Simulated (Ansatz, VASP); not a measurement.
KTaP2: VASP beside Ansatz

```
K Ta P
1.0
     4.01912    0.00000    0.00000
    -2.00956    3.48066    0.00000
     0.00000    0.00000    6.41178
K Ta P
1 1 2
Direct
  0.00000 0.00000 0.00000
  0.00000 0.00000 0.50000
  0.33333 0.66667 0.64510
  0.66667 0.33333 0.35490
```

Alike in both runs: task single point; functional PBE; k mesh 6 × 6 × 4; occupations gaussian, width 0.1 eV; no spin polarisation.

```csv
,VASP,Ansatz
version,VASP 6.6.1,Ansatz 0.2.0
potentials or method,"VASP PAW PBE potentials, release 64 (K_sv, Ta_pv, P)","scalar-relativistic, plane waves, PAW"
plane-wave cutoff (eV),520,420
valence electrons in the cell,30,32
```

Ansatz gave:

| Quantity | Value |
| --- | --- |
| gap on the k mesh at the Fermi level (eV) | none |
| pressure (GPa) | 8.0 |
| largest component of the traceless stress (GPa) | 8.53 |
| rms of the force components (eV/Å) | 0.635 |

Q: What did VASP give for the same quantities?

A: gap on the k mesh at the Fermi level (eV): none; pressure (GPa): 8.0; largest component of the traceless stress (GPa): 8.55; rms of the force components (eV/Å): 0.631.

Atom by atom the forces differ by 0.004 eV/Å (rms over components). A gap of «none» marks a metal or a gap that the smearing closes. The two sets of potentials don't hold the same shells in valence.

Caveats: forces of over 1 eV/Å show positions far from the minimum, so gaps and moduli don't describe the material at rest. The runs have no spin-orbit coupling, so splittings on Ta are missing.
